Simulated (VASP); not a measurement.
Data:

```
CELL_PARAMETERS angstrom
      3.22025     0.00000     0.00000
      0.00000     3.22025     0.00000
      0.00000     0.00000     3.22025
ATOMIC_POSITIONS crystal
  Bi 0.00000 0.00000 0.00000
```

Computed with PBEsol GGA, VASP's PBE PAW potentials (set 64) (plane waves; VASP 6.6.1). Settings: 400 eV cut-off, 13×13×13 Γ-centred mesh, tetrahedra with Blöchl corrections, potentials Bi_d.

Unless said otherwise, spin-orbit coupling is left out, though it shifts the bands of the heavy elements here.

### Question
Estimate the energy per atom (σ→0), band gap (on the k-mesh) with the smallest direct gap where there is one.

### Answer

The band gap (on the k-mesh) comes out as none (metal, semimetal or under 0.01 eV). The energy per atom (σ→0) is -4.277 eV/atom.

The absolute energy has meaning only against runs of the same code, potentials and settings.

The structure was generated: Bi was put into the simple-cubic type (Pm-3m), which need not be its known phase. It was relaxed first, which changed the volume by -6 %.
